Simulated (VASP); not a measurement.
**PPt: single point with PBE**

The system is PPt.

```
Pt P
1.0
     3.74303    0.00000    0.00000
    -1.87151    3.24156    0.00000
     0.00000    0.00000    6.35374
Pt P
2 2
Direct
  0.33333 0.66667 0.37190
  0.66667 0.33333 0.87190
  0.33333 0.66667 0.00310
  0.66667 0.33333 0.50310
```

The cell comes from a database or a generator and needn't be the stable form of this composition.

```yaml
Program: VASP 6.6.1
Task: single point
Functional: PBE
Potentials_or_basis: VASP PAW PBE potentials, release 64 (Pt, P)
Cutoff: 520 eV
k_mesh: 8 × 8 × 4
Occupations: fermi-dirac, width 0.05 eV
Spin: no spin polarisation
```

- Pressure: -0.1 GPa
- Largest force: 0.136 eV/Å
- Band gap on the k mesh: none (metal or under the smearing width)

Forces on the atoms (eV/Å):
```
Pt   0.000  0.000 -0.136
Pt   0.000  0.000 -0.136
P    0.000  0.000  0.136
P    0.000  0.000  0.136
```

Stress tensor (GPa, compression positive):
```
-0.25  0.00  0.00
 0.00 -0.25  0.00
 0.00  0.00  0.26
```

Levels at points of the mesh, in eV from the Fermi level:
```tsv
k point	band 11	band 12	band 13	band 14	band 15	band 16	band 17	band 18
(0.00, 0.00, 0.00)	-3.34	-3.34	-3.07	1.84	1.84	3.16	3.60	4.10
(0.50, 0.00, 0.00)	-3.30	-3.02	-2.53	-2.53	-1.57	-0.86	0.89	1.80
(0.00, 0.00, 0.50)	-3.58	-3.58	-0.15	-0.15	2.72	2.72	2.72	2.72
(0.50, 0.00, 0.50)	-3.12	-3.12	-3.03	-3.03	0.16	0.16	0.52	0.52
```

Wall time 24 s on 1 thread of Intel(R) Xeon(R) 6975P-C (Granite Rapids), with other jobs on the host, peak memory 0.2 GiB.

Spin-orbit coupling is left out, which matters for the levels of Pt.
